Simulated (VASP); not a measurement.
Here is the system:

```
CdY2Se4
1.0
    0.00000     5.86448     5.86448
    5.86448     0.00000     5.86448
    5.86448     5.86448     0.00000
Y Cd Se
4 2 8
Direct
  0.62500   0.12500   0.12500
  0.12500   0.12500   0.62500
  0.12500   0.62500   0.12500
  0.12500   0.12500   0.12500
  0.75000   0.75000   0.75000
  0.50000   0.50000   0.50000
  0.35578   0.88141   0.88141
  0.36859   0.36859   0.89422
  0.88141   0.35578   0.88141
  0.36859   0.36859   0.36859
  0.88141   0.88141   0.88141
  0.36859   0.89422   0.36859
  0.88141   0.88141   0.35578
  0.89422   0.36859   0.36859
```

Computed with r2SCAN meta-GGA, VASP's PBE PAW potentials (set 64) (plane waves; VASP). Settings: LREAL = Auto, 400 eV cut-off, 3×3×3 Γ-centred mesh, Gaussian smearing of 0.050 eV, potentials Y_sv Cd Se.

Q: Predict the energy per atom (σ→0), band gap (on the k-mesh) with the smallest direct gap where there is one.

A: 
```
Quantity                                              Result
-----------------------------------  -----------------------
band gap (on the k-mesh)                             1.08 eV
smallest direct gap (on the k-mesh)                  1.08 eV
energy per atom (σ→0)                -1797.9 kJ/mol of atoms
```

Total energies compare only between runs with the same potentials, cut-off and functional.

The structure comes from a computed database's Y2CdSe4 entry (Fd-3m); how it stands against other phases isn't given here. It was relaxed first. The start is the result of an earlier pass.
